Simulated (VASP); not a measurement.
An input for Ansatz (written as the equivalent of a VASP run, and not itself run):

Ansatz 0.2 input:
```yaml
crystal:
  lattice:
    - [-3.2450114, 4.5487566, 2.9325334]
    - [3.2450114, -4.5487566, 2.9325334]
    - [3.2450114, 4.5487566, -2.9325334]
  atoms:
    - { symbol: Si, position: [0.7500000, 0.7500000, 0.0000000] }
    - { symbol: Si, position: [0.2500000, 0.2500000, 0.0000000] }
    - { symbol: Se, position: [0.3685239, 0.6991747, 0.0676986] }
    - { symbol: Se, position: [0.6314761, 0.3008253, 0.9323014] }
    - { symbol: Se, position: [0.1314761, 0.1991747, 0.3306508] }
    - { symbol: Se, position: [0.8685239, 0.8008253, 0.6693492] }
kpoints:
  mp_grid: { grid: [5, 5, 5] }
hamiltonian:
  xc: pbesol
  pseudopotentials: { kind: paw }
scf:
  occupations: { method: gaussian, width: 0.05 }
  max_iter: 100
relax:
  max_steps: 60
  f_tol: 0.02
  cell: {}
output: { forces: true, stress: true, eigenvalues: true }
```

Translate this input to VASP (INCAR, KPOINTS, POSCAR, choice of POTCAR).

This is not unique; one that fits is 
### INCAR
```
SYSTEM=SiSe2
PREC=Accurate; ENCUT=400; LREAL=.FALSE.
LASPH=.TRUE.
EDIFF=1E-6; NELM=100; ALGO=Normal
LMAXMIX=4
ISMEAR=0; SIGMA=0.05
GGA=PS
IBRION=2; NSW=60; ISIF=3
EDIFFG=-0.02
LWAVE=.FALSE.; LCHARG=.FALSE.
```

KPOINTS:
```
Regular mesh
0
gamma
  5 5 5
0 0 0
```

### POSCAR
```
SiSe2
1
   -3.2450113961     4.5487566336     2.9325333510
    3.2450113961    -4.5487566336     2.9325333510
    3.2450113961     4.5487566336    -2.9325333510
Si Se
2 4
Direct
  0.7500000000   0.7500000000   0.0000000000
  0.2500000000   0.2500000000   0.0000000000
  0.3685238949   0.6991746575   0.0676985525
  0.6314761051   0.3008253425   0.9323014475
  0.1314761051   0.1991746575   0.3306507626
  0.8685238949   0.8008253425   0.6693492374
```

POTCAR, in this order: Si Se (PBE.64 set). Program: vasp_std.

Limits of the translation: each code has its own PAW files, so the cut-off isn't converted (ENCUT is set for VASP's; basis.ecutwfc is left out, and Ansatz then takes the one that its files recommend); Ansatz stops its SCF on the density residual and VASP on the energy change (EDIFF).

The structure comes from a computed database's SiSe2 entry (Ibam); how it stands against other phases isn't given here. It was relaxed first, which changed the volume by -8 %. The start is the result of an earlier pass.
